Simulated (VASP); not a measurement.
```xyz
2
Lattice="0.0000 2.6558 2.6558 2.6558 0.0000 2.6558 2.6558 2.6558 0.0000" Properties=species:S:1:pos:R:3 pbc="T T T"
K      0.0000     0.0000     0.0000
F      2.6558     2.6558     2.6558
```

Calculation: PBEsol GGA, VASP's PBE PAW potentials (set 64) (plane waves; VASP). Numerical set-up: 520 eV cut-off, Gaussian smearing of 0.050 eV, potentials K_sv F.

Problem. Give the energies of bands 6 to 10 at the high-symmetry points, in eV from the valence-band maximum.

Solution. 
```csv
band,Γ,X,U,L,W
6,0.00,-0.20,-0.35,-0.83,-0.43
7,0.00,-0.05,-0.20,-0.37,-0.16
8,0.00,-0.05,-0.19,-0.37,-0.16
9,6.12,8.11,8.89,9.05,9.69
10,10.68,10.33,10.72,10.59,9.69
```

The gap is direct, 6.12 eV, from the valence maximum at Γ to the conduction minimum at Γ.

Measured: gap 10.90 eV (computed value off by -4.78 eV), as given by David Koller et al., Journal of Physics Condensed Matter (2013), arXiv:1304.4470.

The compound is KF in the rock salt structure. It was relaxed first.
